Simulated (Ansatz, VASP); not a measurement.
# PtS2: VASP beside Ansatz

One calculation is typed for both programs; each brings its own data sets. How far apart do they land? The cell is taken from a series of runs on this material, whose earlier steps may have relaxed, scaled, displaced or heated it; both programs get it as it stands.

Method: plane waves, with VASP 6.6.1 beside it; PBE, in Ansatz 0.2.0.

## (1) Starting point

The cell holds 3 atoms: 1 Pt and 2 S. Cell: a = 3.555 Å, b = 3.555 Å, c = 30.000 Å, α = 90.0°, β = 90.0°, γ = 120.0°. Vacuum lies along c.

Coordinates:

```xyz
3
Lattice="3.5549 0.0000 0.0000 -1.7775 3.0787 0.0000 0.0000 0.0000 30.0000" Properties=species:S:1:pos:R:3
Pt    0.0000    2.0524   10.0000
S     1.7775    1.0262   11.3447
S     1.7775    1.0262    8.6553
```

## (2) VASP: zone-centre phonons, PBE, pair 1

Second derivatives magnify differences that forces hide, and they need a tight electronic threshold.

Lines of VASP's logs that name or quote its potential files are left out, and so is its time.

INCAR reads:

```
SYSTEM = PtS2
PREC = Accurate
ENCUT = 500
EDIFF = 1E-08
NELM = 120
ISMEAR = 1
SIGMA = 0.2
LREAL = .FALSE.
ALGO = Normal
GGA = PE
NBANDS = 17
LASPH = .TRUE.
LORBIT = 11
LWAVE = .FALSE.
LCHARG = .FALSE.
ISIF = 2
IBRION = 8
GGA_COMPAT = .FALSE.
NELMDL = -8
KPAR = 2
```

POSCAR reads:

```
PtS2
1.0
    3.5549436484      0.0000000000      0.0000000000
   -1.7774718242      3.0786715085      0.0000000000
    0.0000000000      0.0000000000     30.0000000000
Pt S
1 2
Direct
    0.3333333333      0.6666666667      0.3333333333
    0.6666666666      0.3333333334      0.3781575445
    0.6666666666      0.3333333334      0.2885091221
```

KPOINTS reads:

```
Automatic mesh
0
Gamma
15 15 1
0 0 0
```

Potentials, in the order of the species: Pt and S (PBE family, release 64).

On the command line:

```console
$ mpirun -np 2 vasp_std
```

Numbers of over 12 decimals in the logs are rounded to 6 here.

The log of the run:

```text
[banner, memory and clock lines left out]
running    2 mpi-ranks, on    1 nodes
 distrk:  each k-point on    1 cores,    2 groups
 distr:  one band on    1 cores,    1 groups

 POSCAR found type information on POSCAR PtS
 POSCAR found :  2 types and       3 ions
 LDA part: xc-table for (Slater+PW92), standard interpolation
 POSCAR, INCAR and KPOINTS ok, starting setup
 FFT: planning ... GRIDC
 FFT: planning ... GRID_SOFT
 FFT: planning ... GRID
 WAVECAR not read
 entering main loop
       N       E                     dE             d eps       ncg     rms          rms(c)
DAV:   1     0.173388580713E+03    0.17339E+03   -0.67922E+03   918   0.881E+02
DAV:   2     0.587809403262E+01   -0.16751E+03   -0.15937E+03  1574   0.162E+02
DAV:   3    -0.142170864624E+02   -0.20095E+02   -0.19908E+02  1147   0.708E+01
DAV:   4    -0.146338325218E+02   -0.41675E+00   -0.41532E+00  1249   0.121E+01
DAV:   5    -0.146428827140E+02   -0.90502E-02   -0.90469E-02  1300   0.176E+00
DAV:   6    -0.146431925690E+02   -0.30986E-03   -0.30984E-03  1380   0.299E-01
DAV:   7    -0.146432017068E+02   -0.91378E-05   -0.91378E-05  1351   0.412E-02
DAV:   8    -0.146432019955E+02   -0.28869E-06   -0.28879E-06  1423   0.617E-03    0.174E+01
DAV:   9    -0.141082430317E+02    0.53496E+00   -0.10737E+01  1264   0.229E+01    0.134E+01
DAV:  10    -0.137869129494E+02    0.32133E+00   -0.36466E+00  1154   0.181E+01    0.515E+00
DAV:  11    -0.136486971154E+02    0.13822E+00   -0.45328E-01  1102   0.526E+00    0.710E-01
DAV:  12    -0.136426373298E+02    0.60598E-02   -0.42132E-02  1204   0.152E+00    0.232E-01
DAV:  13    -0.136428521822E+02   -0.21485E-03   -0.25160E-03  1198   0.346E-01    0.127E-01
DAV:  14    -0.136428655535E+02   -0.13371E-04   -0.36054E-04  1104   0.167E-01    0.776E-02
[...]
DAV:  24    -0.136428583966E+02   -0.29197E-06   -0.55383E-09  1021   0.248E-04    0.156E-04
DAV:  25    -0.136428588435E+02   -0.44684E-06   -0.12879E-08   885   0.210E-04    0.315E-04
DAV:  26    -0.136428589353E+02   -0.91803E-07   -0.22533E-09  1007   0.197E-04    0.126E-04
DAV:  27    -0.136428590108E+02   -0.75562E-07   -0.64035E-10   986   0.108E-04    0.139E-04
DAV:  28    -0.136428590369E+02   -0.26102E-07    0.62011E-11  1008   0.607E-05    0.186E-05
DAV:  29    -0.136428590658E+02   -0.28923E-07    0.10311E-10   965   0.420E-05    0.312E-05
DAV:  30    -0.136428590773E+02   -0.11495E-07    0.18854E-10   960   0.294E-05    0.162E-05
DAV:  31    -0.136428590806E+02   -0.32962E-08    0.24782E-10   967   0.133E-05
   1 F= -.13642859E+02 E0= -.13641770E+02  d E =-.326684E-02
 Linear response reoptimize wavefunctions to high precision
DAV:   1    -0.136428590832E+02   -0.25295E-08    0.25157E-10   860   0.117E-05
DAV:   2    -0.136428590832E+02    0.36380E-11    0.25155E-10   914   0.307E-06
 Linear response DOF=           4
 Linear response progress:
  Degree of freedom:   1/  4
       N       E                     dE             d eps       ncg     rms          rms(c)
RMM:   1    -0.257045107972E+00   -0.25705E+00   -0.28481E-01  6925   0.329E+00
RMM:   2    -0.251272731083E+00    0.57724E-02   -0.82316E-03  6026   0.527E-01    0.221E-01
RMM:   3    -0.251302192726E+00   -0.29462E-04   -0.42553E-04  6022   0.124E-01    0.136E-01
RMM:   4    -0.252051382192E+00   -0.74919E-03   -0.60682E-04  6354   0.137E-01    0.274E-02
RMM:   5    -0.252020102949E+00    0.31279E-04   -0.30754E-05  6346   0.364E-02    0.955E-03
RMM:   6    -0.252018035028E+00    0.20679E-05   -0.43680E-06  6638   0.118E-02    0.185E-03
RMM:   7    -0.252007562838E+00    0.10472E-04   -0.20215E-06  6746   0.527E-03    0.900E-04
RMM:   8    -0.252000761760E+00    0.68011E-05   -0.30158E-06  6811   0.131E-03    0.206E-04
RMM:   9    -0.251999901080E+00    0.86068E-06   -0.11032E-06  7009   0.293E-04    0.127E-04
RMM:  10    -0.251998928489E+00    0.97259E-06   -0.15239E-07  6728   0.234E-04    0.313E-05
RMM:  11    -0.251999077775E+00   -0.14929E-06   -0.22839E-07  7306   0.957E-05    0.178E-05
RMM:  12    -0.251999258441E+00   -0.18067E-06   -0.42634E-10  6861   0.638E-05    0.412E-06
RMM:  13    -0.251999289302E+00   -0.30861E-07   -0.28582E-08  7215   0.449E-05    0.258E-06
RMM:  14    -0.251999307937E+00   -0.18635E-07    0.34595E-10  7134   0.417E-05    0.966E-07
RMM:  15    -0.251999314867E+00   -0.69305E-08   -0.90716E-09  6998   0.399E-05    0.341E-07
 first order change of Fermi-energy   0.26344E-03
 force on displaced ion       1 direction 1 :   2.858  -0.021   0.000
 Linear response progress:
  Degree of freedom:   2/  4
       N       E                     dE             d eps       ncg     rms          rms(c)
RMM:   1    -0.293945341226E+00   -0.29395E+00   -0.26397E-01  1711   0.323E+00
RMM:   2    -0.287848234377E+00    0.60971E-02   -0.84698E-03  1476   0.594E-01    0.310E-01
RMM:   3    -0.289083631397E+00   -0.12354E-02   -0.49600E-03  1668   0.285E-01    0.262E-01
RMM:   4    -0.287017141989E+00    0.20665E-02   -0.20364E-03  1641   0.187E-01    0.136E-01
RMM:   5    -0.287510718413E+00   -0.49358E-03   -0.19292E-04  1572   0.851E-02    0.153E-02
RMM:   6    -0.287570541523E+00   -0.59823E-04   -0.63232E-06  1620   0.158E-02    0.634E-03
RMM:   7    -0.287569006408E+00    0.15351E-05   -0.33995E-06  1597   0.937E-03    0.306E-03
RMM:   8    -0.287563816590E+00    0.51898E-05   -0.36712E-07  1632   0.290E-03    0.154E-03
RMM:   9    -0.287559449917E+00    0.43667E-05   -0.18588E-07  1655   0.170E-03    0.294E-04
RMM:  10    -0.287560023351E+00   -0.57343E-06    0.10754E-09  1657   0.547E-04    0.209E-04
RMM:  11    -0.287560276059E+00   -0.25271E-06    0.24153E-07  1636   0.462E-04    0.148E-04
RMM:  12    -0.287560373133E+00   -0.97074E-07    0.98841E-07  1682   0.512E-04    0.826E-05
RMM:  13    -0.287560305292E+00    0.67841E-07    0.64010E-07  1687   0.210E-04    0.360E-05
RMM:  14    -0.287560242909E+00    0.62383E-07   -0.40900E-07  1725   0.217E-04    0.179E-05
RMM:  15    -0.287560175237E+00    0.67672E-07   -0.17180E-07  1720   0.127E-04    0.127E-05
RMM:  16    -0.287560157253E+00    0.17984E-07   -0.30295E-07  1741   0.903E-05    0.750E-06
RMM:  17    -0.287560183430E+00   -0.26177E-07    0.42908E-08  1761   0.958E-05    0.345E-06
RMM:  18    -0.287560191758E+00   -0.83284E-08    0.10251E-07  1753   0.649E-05    0.325E-06
RMM:  19    -0.287560184095E+00    0.76632E-08   -0.13491E-07  1698   0.649E-05    0.115E-06
RMM:  20    -0.287560185208E+00   -0.11134E-08    0.17406E-08  1649   0.526E-05    0.658E-07
 first order change of Fermi-energy  -0.47785E-05
 force on displaced ion       1 direction 3 :   0.000  -0.000  -1.097
 Linear response progress:
  Degree of freedom:   3/  4
       N       E                     dE             d eps       ncg     rms          rms(c)
RMM:   1    -0.988023750495E-01   -0.98802E-01    0.83778E-03  9409   0.201E+00
RMM:   2    -0.968850452963E-01    0.19173E-02   -0.29620E-03  6321   0.328E-01    0.136E-01
RMM:   3    -0.969575884324E-01   -0.72543E-04   -0.12886E-04  6236   0.734E-02    0.738E-02
RMM:   4    -0.971744169936E-01   -0.21683E-03   -0.33385E-05  6655   0.408E-02    0.137E-02
RMM:   5    -0.971980892365E-01   -0.23672E-04   -0.61292E-07  6938   0.985E-03    0.463E-03
RMM:   6    -0.971891295629E-01    0.89597E-05   -0.94680E-07  6917   0.429E-03    0.319E-03
RMM:   7    -0.971870099831E-01    0.21196E-05    0.10559E-07  6826   0.213E-03    0.102E-03
RMM:   8    -0.971900657673E-01   -0.30558E-05    0.93998E-07  7013   0.820E-04    0.219E-04
RMM:   9    -0.971902889355E-01   -0.22317E-06    0.46440E-07  7141   0.216E-04    0.110E-04
RMM:  10    -0.971902039278E-01    0.85008E-07    0.10684E-07  6977   0.131E-04    0.439E-05
RMM:  11    -0.971901970808E-01    0.68470E-08    0.31616E-08  7053   0.873E-05    0.118E-05
 first order change of Fermi-energy  -0.96242E-04
 force on displaced ion       2 direction 1 :  -0.254  -0.006   0.003
 Linear response progress:
  Degree of freedom:   4/  4
       N       E                     dE             d eps       ncg     rms          rms(c)
RMM:   1    -0.142525707047E+00   -0.14253E+00    0.12207E-03  2060   0.196E+00
RMM:   2    -0.140927881445E+00    0.15978E-02   -0.25963E-03  1530   0.320E-01    0.313E-01
RMM:   3    -0.140926829142E+00    0.10523E-05   -0.10931E-03  1642   0.152E-01    0.189E-01
RMM:   4    -0.140961321560E+00   -0.34492E-04   -0.15314E-03  1690   0.159E-01    0.169E-01
RMM:   5    -0.140435743759E+00    0.52558E-03   -0.28633E-04  1647   0.745E-02    0.224E-02
RMM:   6    -0.140446780863E+00   -0.11037E-04   -0.19512E-05  1632   0.227E-02    0.941E-03
RMM:   7    -0.140448046013E+00   -0.12652E-05   -0.27582E-06  1626   0.109E-02    0.343E-03
RMM:   8    -0.140445255451E+00    0.27906E-05   -0.35324E-07  1611   0.255E-03    0.105E-03
RMM:   9    -0.140441096215E+00    0.41592E-05   -0.39136E-08  1653   0.954E-04    0.384E-04
RMM:  10    -0.140440276809E+00    0.81941E-06   -0.27868E-08  1663   0.451E-04    0.164E-04
RMM:  11    -0.140439881243E+00    0.39557E-06    0.40000E-08  1655   0.274E-04    0.687E-05
RMM:  12    -0.140439194489E+00    0.68675E-06    0.91899E-07  1676   0.310E-04    0.533E-05
RMM:  13    -0.140438747156E+00    0.44733E-06    0.41300E-07  1716   0.202E-04    0.257E-05
RMM:  14    -0.140438733143E+00    0.14012E-07    0.15521E-07  1697   0.113E-04    0.116E-05
RMM:  15    -0.140438710054E+00    0.23089E-07    0.15269E-07  1711   0.100E-04    0.662E-06
RMM:  16    -0.140438701177E+00    0.88773E-08    0.14657E-07  1739   0.837E-05    0.328E-06
RMM:  17    -0.140438683510E+00    0.17667E-07   -0.76309E-09  1688   0.759E-05    0.220E-06
RMM:  18    -0.140438677471E+00    0.60391E-08   -0.75578E-08  1726   0.748E-05    0.151E-06
 first order change of Fermi-energy  -0.12003E+01
 force on displaced ion       2 direction 3 :   0.000  -0.000  -5.343
 Linear response finished
```

Parts of OUTCAR (step 2):

```text
ion  position               nearest neighbor table
   1  0.333  0.667  0.333-   3 2.45   2 2.45   3 2.45   2 2.45   3 2.45   2 2.45
   2  0.667  0.333  0.378-   1 2.45   1 2.45   1 2.45   3 2.69
   3  0.667  0.333  0.289-   1 2.45   1 2.45   1 2.45   2 2.69

  LATTYP: Found a hexagonal cell.
 ALAT       =     3.5549436484
 C/A-ratio  =     8.4389523343

 Subroutine GETGRP returns: Found 12 space group operations
 (whereof  6 operations were pure point group operations)

The static configuration has the point symmetry C_3v.
 The point group associated with its full space group is D_3h.

 Found     27 irreducible k-points:

   k-points           NKPTS =     27   k-points in BZ     NKDIM =     27   number of bands    NBANDS=     17

   dimension x,y,z NGX =    28 NGY =   28 NGZ =  224
   dimension x,y,z NGXF=    56 NGYF=   56 NGZF=  448

   ENCUT  =  500.0 eV  36.75 Ry    6.06 a.u.   6.48  6.48 54.70*2*pi/ulx,y,z

   NELECT =      22.0000    total number of electrons

 k-points in reciprocal lattice and weights: Automatic mesh
   0.00000000  0.00000000  0.00000000       0.004
   0.06666667  0.00000000  0.00000000       0.027
   0.13333333  0.00000000  0.00000000       0.027
   0.20000000 -0.00000000  0.00000000       0.027
   0.26666667  0.00000000  0.00000000       0.027
   0.33333333  0.00000000  0.00000000       0.027
   0.40000000 -0.00000000  0.00000000       0.027
   0.46666667 -0.00000000  0.00000000       0.027
   0.06666667  0.06666667  0.00000000       0.027
[...]
0.33333333  0.26666667  0.00000000       0.053
   0.33333333  0.33333333  0.00000000       0.009

 average (electrostatic) potential at core
       1 -77.8427       2 -95.7688       3 -95.7688

  Total       -0.8993377     -0.8993377     -0.1479189      0.0000000     -0.0000000      0.0000000
  in kB       -4.3884994     -4.3884994     -0.7218001      0.0000000     -0.0000000      0.0000000
  external PRESSURE =      -3.1662663 kB  Pullay stress =       0.0000000 kB

  energy-cutoff  :      500.00
  volume of cell :      328.34
      direct lattice vectors                 reciprocal lattice vectors
     3.554943648  0.000000000  0.000000000     0.281298411  0.162407713  0.000000000
    -1.777471824  3.078671508  0.000000000     0.000000000  0.324815427  0.000000000
     0.000000000  0.000000000 30.000000000     0.000000000  0.000000000  0.033333333

 POSITION                                       TOTAL-FORCE (eV/Angst)
 -----------------------------------------------------------------------------------
     -0.00000      2.05245     10.00000         0.000000     -0.000000      0.000000
      1.77747      1.02622     11.34473        -0.000000      0.000000     -0.044801
      1.77747      1.02622      8.65527        -0.000000      0.000000      0.044801
 -----------------------------------------------------------------------------------
    total drift:                                0.000001     -0.000000      0.000046

 Eigenvectors and eigenvalues of the dynamical matrix
 ----------------------------------------------------

   1 f  =    8.789806 THz    55.227980 2PiTHz  293.196371 cm-1    36.351701 meV
             X         Y         Z           dx          dy          dz
     -0.000000  2.052448 10.000000     0.000000    0.000000   -0.000000
      1.777472  1.026224 11.344726    -0.000000   -0.000000   -0.707107
      1.777472  1.026224  8.655274     0.000000    0.000000    0.707107

   2 f  =    3.844292 THz    24.154400 2PiTHz  128.231783 cm-1    15.898708 meV
             X         Y         Z           dx          dy          dz
     -0.000000  2.052448 10.000000    -0.000000    0.000000   -0.000000
      1.777472  1.026224 11.344726    -0.707107   -0.000000   -0.000000
      1.777472  1.026224  8.655274     0.707107    0.000000   -0.000000

   3 f  =    3.844292 THz    24.154400 2PiTHz  128.231783 cm-1    15.898708 meV
             X         Y         Z           dx          dy          dz
     -0.000000  2.052448 10.000000     0.000000    0.000000    0.000000
      1.777472  1.026224 11.344726     0.000000   -0.707107   -0.000000
      1.777472  1.026224  8.655274    -0.000000    0.707107   -0.000000

   4 f  =    2.356890 THz    14.808775 2PiTHz   78.617380 cm-1     9.747308 meV
             X         Y         Z           dx          dy          dz
     -0.000000  2.052448 10.000000     0.000000    0.000000    0.497475
      1.777472  1.026224 11.344726     0.000000    0.000000   -0.613400
      1.777472  1.026224  8.655274    -0.000000   -0.000000   -0.613400

   5 f  =    0.001162 THz     0.007304 2PiTHz    0.038776 cm-1     0.004808 meV
             X         Y         Z           dx          dy          dz
     -0.000000  2.052448 10.000000     0.320035    0.806492   -0.000000
      1.777472  1.026224 11.344726     0.129660    0.326745   -0.000000
      1.777472  1.026224  8.655274     0.129660    0.326745   -0.000000

   6 f  =    0.001162 THz     0.007304 2PiTHz    0.038776 cm-1     0.004808 meV
             X         Y         Z           dx          dy          dz
     -0.000000  2.052448 10.000000    -0.806492    0.320035   -0.000000
      1.777472  1.026224 11.344726    -0.326745    0.129660   -0.000000
      1.777472  1.026224  8.655274    -0.326745    0.129660   -0.000000

   7 f/i=    0.000190 THz     0.001193 2PiTHz    0.006335 cm-1     0.000785 meV
             X         Y         Z           dx          dy          dz
     -0.000000  2.052448 10.000000    -0.000000    0.000000    0.867479
      1.777472  1.026224 11.344726    -0.000000    0.000000    0.351768
      1.777472  1.026224  8.655274    -0.000000    0.000000    0.351768

   8 f/i=    3.806449 THz    23.916626 2PiTHz  126.969479 cm-1    15.742202 meV
             X         Y         Z           dx          dy          dz
     -0.000000  2.052448 10.000000     0.000000    0.497140    0.000000
      1.777472  1.026224 11.344726    -0.000000   -0.613536   -0.000000
      1.777472  1.026224  8.655274    -0.000000   -0.613536   -0.000000

   9 f/i=    3.806449 THz    23.916626 2PiTHz  126.969479 cm-1    15.742202 meV
             X         Y         Z           dx          dy          dz
     -0.000000  2.052448 10.000000    -0.497140    0.000000   -0.000000
      1.777472  1.026224 11.344726     0.613536   -0.000000    0.000000
      1.777472  1.026224  8.655274     0.613536   -0.000000   -0.000000

 ELASTIC MODULI CONTR FROM IONIC RELAXATION (kBar)
 Direction    XX          YY          ZZ          XY          YZ          ZX
 --------------------------------------------------------------------------------
 XX        -138.9170   -138.9170   -157.8389      0.0000     -0.0000      0.0000
 YY        -138.9170   -138.9170   -157.8389      0.0000     -0.0000     -0.0000
 ZZ        -157.8389   -157.8389   -179.3381      0.0000     -0.0000     -0.0000
 XY           0.0000      0.0000      0.0000      0.0000      0.0000      0.0000
 YZ          -0.0000     -0.0000     -0.0000      0.0000    -34.8889      0.0000
 ZX           0.0000     -0.0000     -0.0000      0.0000      0.0000    -28.2265
 --------------------------------------------------------------------------------
```

(Continued in part 2 of 2.)

[Lines on the potential files, build, host, timing and source positions are cut from VASP's logs without a mark.]

[Logs are printed without paths, hosts, clocks, repeated set-up lines and the standing remarks that a program may print on its own settings, such as how far it seeks lower states.]

[Hosts, paths, dates, database ids (printed as entryN), source tags and the programs' standing remarks are cut or masked in the printed files.]
